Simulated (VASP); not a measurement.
Level of theory: HSE06 screened hybrid, VASP's PBE PAW potentials (set 64) (plane waves; VASP).

VASP input:

POSCAR:
```
SnSi62
1.0
 10.9370747000   0.0000000000   0.0000000000
  0.0000000000  10.9370747000   0.0000000000
  0.0000000000   0.0000000000  10.9370747000
Si Sn
62 1
Cartesian
  5.4595527083   0.0229204348   0.0226111989
  6.7885524609   1.4484507835   1.4480037208
  8.1721127993   2.7667446307   0.0490386865
  9.4925406951   4.1483677212   1.4470439739
  8.1713718377   0.0495093384   2.7666765999
  9.4896841685   1.4493064839   4.1492649113
 10.9281129463   0.0102135850   0.0107044541
  1.3218150614   1.3895255316   1.3893753306
  2.7014364670   2.7260962762   0.0028421607
  4.0600482837   4.1123632847   1.3523411806
  5.4643523046   5.4738838624   0.0086337957
  6.8265096574   6.8777465012   1.3527994013
  8.2131178107   8.2358763331   0.0028048259
  9.5487388541   9.6174399707   1.3886439695
  2.7031087567   0.0017202148   2.7249101253
  4.0609302155   1.3515834250   4.1123178488
  5.3693375553   2.8269661874   2.8266743862
  8.1129673611   5.5673034941   2.8256416081
  9.5866902605   6.8766318897   4.1116626612
  5.4633130747   0.0067720234   5.4754712377
  6.8253102310   1.3516539188   6.8779473879
  8.1098621288   2.8273607445   5.5687390376
  9.5855366452   4.1115624087   6.8772997983
  8.2135083529   0.0016552803   8.2357820260
  9.5491069403   1.3883360023   9.6171269943
 10.9162462738   5.4791999304   0.0222763975
  1.3480728679   6.8630435095   1.3546931416
  2.7396271755   8.1990899012  10.9155633356
  4.0765988536   9.5903257234   1.3548650210
 10.8909785372   2.7673201090   2.7675381571
  1.3594823980   4.1102352472   4.1110179021
  2.7007515798   5.4804888843   2.7126782344
  4.1677420589   6.7724138655   4.0233751873
  5.4603211778   8.2389900887   2.7130520767
  6.8292465181   9.5814587679   4.1112472044
 10.9145463232   0.0240325023   5.4794710353
  1.3475125222   1.3546754279   6.8634466873
  2.7004154856   2.7117787978   5.4801848511
  4.1679222472   4.0208759826   6.7711765739
  6.9169548859   6.7717689291   6.7704891109
  8.2271580835   8.2378735578   5.4784974432
  9.5834710409   9.5901959408   6.8624351293
  2.7388000844  10.9145688656   8.2003565829
  4.0753018762   1.3556739577   9.5911029743
  5.4593095979   2.7129908674   8.2386568295
  6.8289330900   4.1103629397   9.5813968356
  8.2254110182   5.4793693369   8.2378579462
  9.5833729430   6.8632647906   9.5899243798
 10.9357567694   8.2356961470   2.7250407238
  1.3687998035   9.5691130690   4.1064914963
 10.9311878217   5.4738341107   5.4752223886
  1.3921513822   6.8218959147   6.8222061460
  2.7882320867   8.1492265844   5.4464388724
  4.1152014687   9.5456168705   6.8223863507
 10.9356287608   2.7247886319   8.2361214953
  1.3699146064   4.1082387597   9.5667398507
  2.7916757789   5.4461725219   8.1467737847
  4.1169416798   6.8215327907   9.5458384316
  5.4919104999   8.1471906983   8.1472752288
  6.8307146224   9.5683343209   9.5678700224
  0.0238495546   8.1999814522   8.1996215371
  1.3641892698   9.5751858546   9.5760027863
  6.1207722103   4.8158626651   4.8179564795
```

**INCAR**
```
SYSTEM=SnSi62
PREC=Normal; ENCUT=400; LREAL=Auto
LASPH=.TRUE.; ISYM=0
EDIFF=1E-5; NELM=50; NELMIN=4
ALGO=Normal; LMAXMIX=4
ISMEAR=0; SIGMA=0.05
GGA=PE; LHFCALC=.TRUE.; AEXX=0.25
HFSCREEN=0.2; PRECFOCK=Fast
ISPIN=2; MAGMOM=63*0.0317; NUPDOWN=2
ISIF=0
LWAVE=.FALSE.; LCHARG=.FALSE.; LORBIT=10
```

**KPOINTS**
```
Automatic
0
gamma
1 1 1
0 0 0
```

POTCAR, in this order: Si Sn (PBE.64 set). Program: vasp_gam. Read from the step before: WAVECAR.

Output

**OSZICAR**
```
       N       E                     dE             d eps       ncg     rms          rms(c)
DAV:   1    -0.385650677740E+03   -0.38565E+03   -0.12452E+01   640   0.799E+00    0.190E+01
DAV:   2    -0.385772935069E+03   -0.12226E+00   -0.36550E-01   728   0.125E+00    0.124E+01
DAV:   3    -0.385764375015E+03    0.85601E-02   -0.23634E-02   720   0.255E-01    0.739E+00
DAV:   4    -0.385758718046E+03    0.56570E-02   -0.44123E-03   696   0.112E-01    0.428E+00
DAV:   5    -0.385756536269E+03    0.21818E-02   -0.11064E-03   720   0.599E-02    0.245E+00
DAV:   6    -0.385755761158E+03    0.77511E-03   -0.35077E-04   720   0.353E-02    0.140E+00
DAV:   7    -0.385755504666E+03    0.25649E-03   -0.12147E-04   712   0.209E-02    0.796E-01
DAV:   8    -0.385755424118E+03    0.80548E-04   -0.39723E-05   592   0.123E-02    0.456E-01
DAV:   9    -0.385755401548E+03    0.22570E-04   -0.14771E-05   400   0.792E-03    0.260E-01
DAV:  10    -0.385755396989E+03    0.45590E-05   -0.67396E-06   368   0.544E-03
   1 F= -.38575540E+03 E0= -.38575540E+03  d E =-.240385E-11  mag=     2.0000
```

### OUTCAR
```
------------------------ aborting loop because EDIFF is reached ----------------------------------------
  volume of cell :     1308.29
      direct lattice vectors                 reciprocal lattice vectors
    10.937074700  0.000000000  0.000000000     0.091432127  0.000000000  0.000000000
     0.000000000 10.937074700  0.000000000     0.000000000  0.091432127  0.000000000
     0.000000000  0.000000000 10.937074700     0.000000000  0.000000000  0.091432127
 POSITION                                       TOTAL-FORCE (eV/Angst)
 -----------------------------------------------------------------------------------
      5.45955      0.02292      0.02261        -0.019710      0.023772      0.019112
      6.78855      1.44845      1.44800         0.053639     -0.005730     -0.006890
      8.17211      2.76674      0.04904         0.011004     -0.014647      0.009202
      9.49254      4.14837      1.44704         0.003987     -0.049707     -0.002776
      8.17137      0.04951      2.76668         0.013622      0.012944     -0.008515
      9.48968      1.44931      4.14926         0.005169     -0.006207     -0.050049
     10.92811      0.01021      0.01070        -0.004309      0.010267      0.005971
      1.32182      1.38953      1.38938         0.025245      0.002561      0.013399
      2.70144      2.72610      0.00284         0.023034      0.006493      0.013285
      4.06005      4.11236      1.35234        -0.021545     -0.000036      0.048689
      5.46435      5.47388      0.00863        -0.008991      0.011556     -0.010533
      6.82651      6.87775      1.35280         0.001954      0.019095      0.047593
      8.21312      8.23588      0.00280        -0.013261     -0.020043      0.014674
      9.54874      9.61744      1.38864        -0.008126     -0.033595      0.020563
      2.70311      0.00172      2.72491         0.017068      0.030336      0.005054
      4.06093      1.35158      4.11232        -0.024793      0.047350      0.001332
      5.36934      2.82697      2.82667        -0.061357     -0.026048     -0.022206
      8.11297      5.56730      2.82564         0.024466      0.062439     -0.025970
      9.58669      6.87663      4.11166        -0.044441      0.021743      0.002951
      5.46331      0.00677      5.47547        -0.006964     -0.002314      0.000760
      6.82531      1.35165      6.87795         0.006452      0.048550      0.027346
      8.10986      2.82736      5.56874         0.026716     -0.029379      0.055674
      9.58554      4.11156      6.87730        -0.045859      0.001223      0.029763
      8.21351      0.00166      8.23578        -0.013628      0.029406     -0.024893
      9.54911      1.38834      9.61713        -0.009010      0.014132     -0.026853
     10.91625      5.47920      0.02228        -0.024908      0.023633      0.015226
      1.34807      6.86304      1.35469         0.032129     -0.000495      0.021358
      2.73963      8.19909     10.91556         0.010388     -0.007689      0.006338
      4.07660      9.59033      1.35487        -0.002680     -0.032471      0.019195
     10.89098      2.76732      2.76754        -0.015757     -0.014613     -0.009542
      1.35948      4.11024      4.11102        -0.006535      0.013120      0.008148
      2.70075      5.48049      2.71268         0.035845      0.006619     -0.025535
      4.16774      6.77241      4.02338        -0.008852      0.007324     -0.061505
      5.46032      8.23899      2.71305        -0.008773     -0.035810     -0.025417
      6.82925      9.58146      4.11125        -0.009358      0.008744      0.002789
     10.91455      0.02403      5.47947        -0.021734      0.016813      0.014232
      1.34751      1.35468      6.86345         0.036733      0.017881      0.001917
      2.70042      2.71178      5.48018         0.036491     -0.036132      0.005950
      4.16792      4.02088      6.77118        -0.004921     -0.045837     -0.000927
      6.91695      6.77177      6.77049         0.050543      0.000938      0.004877
      8.22716      8.23787      5.47850         0.028331     -0.034695      0.009068
      9.58347      9.59020      6.86244        -0.014073     -0.031237      0.001517
      2.73880     10.91457      8.20036         0.011097      0.022917     -0.011471
      4.07530      1.35567      9.59110         0.000319      0.018104     -0.029133
      5.45931      2.71299      8.23866        -0.005712     -0.038600     -0.025879
      6.82893      4.11036      9.58140        -0.008365      0.008240      0.008406
      8.22541      5.47937      8.23786         0.038787      0.010257     -0.032730
      9.58337      6.86326      9.58992        -0.019016     -0.002801     -0.028511
     10.93576      8.23570      2.72504        -0.030400     -0.018314      0.001692
      1.36880      9.56911      4.10649         0.023032     -0.018524      0.006848
     10.93119      5.47383      5.47522         0.002061      0.007068     -0.001387
      1.39215      6.82190      6.82221         0.011292      0.022389      0.022157
      2.78823      8.14923      5.44644         0.012643     -0.010256      0.020322
      4.11520      9.54562      6.82239        -0.018598     -0.012926      0.021599
     10.93563      2.72479      8.23612        -0.030539      0.011318     -0.022214
      1.36991      4.10824      9.56674         0.028142     -0.003272     -0.014626
      2.79168      5.44617      8.14677        -0.002120      0.023799     -0.001164
      4.11694      6.82153      9.54584        -0.020782      0.018269     -0.007657
      5.49191      8.14719      8.14728        -0.023027      0.002030     -0.003220
      6.83071      9.56833      9.56787         0.000637     -0.031293     -0.021235
      0.02385      8.19998      8.19962        -0.013067     -0.009891     -0.006396
      1.36419      9.57519      9.57600         0.008181     -0.017871     -0.010430
      6.12077      4.81586      4.81796        -0.007796      0.009104      0.010655
 -----------------------------------------------------------------------------------
    total drift:                               -0.002927      0.022418      0.012191
  FREE ENERGIE OF THE ION-ELECTRON SYSTEM (eV)
  ---------------------------------------------------
  free  energy   TOTEN  =      -385.7553969893 eV

  energy  without entropy=     -385.7553969893  energy(sigma->0) =     -385.75539699

  exchange ACFDT corr.  =         0.00000000  see jH, gK, PRB 81, 115126

 total charge

# of ion       s       p       d       tot
------------------------------------------
    1        0.754   0.945   0.000   1.699
    2        0.751   0.937   0.000   1.688
    3        0.748   0.962   0.000   1.710
    4        0.751   0.937   0.000   1.688
    5        0.748   0.962   0.000   1.710
    6        0.751   0.936   0.000   1.688
    7        0.749   0.965   0.000   1.714
    8        0.748   0.961   0.000   1.710
    9        0.750   0.964   0.000   1.714
   10        0.750   0.965   0.000   1.715
   11        0.748   0.964   0.000   1.711
   12        0.750   0.965   0.000   1.715
   13        0.750   0.963   0.000   1.714
   14        0.748   0.961   0.000   1.710
   15        0.750   0.964   0.000   1.714
   16        0.750   0.965   0.000   1.715
   17        0.774   0.899   0.000   1.673
   18        0.774   0.899   0.000   1.672
   19        0.750   0.965   0.000   1.715
   20        0.748   0.964   0.000   1.712
   21        0.750   0.965   0.000   1.715
   22        0.774   0.899   0.000   1.673
   23        0.750   0.965   0.000   1.715
   24        0.750   0.964   0.000   1.714
   25        0.748   0.961   0.000   1.710
...
```
(Selected blocks of OUTCAR.)

The supercell is sampled at Γ alone, which is coarse: total energies, pressure and levels can be off, energies of defects by several tenths of an eV.

The cell is a supercell with a defect, built from Si (diamond): Sn_Si-vac_Si. The cell's shape comes from a PBE relaxation.
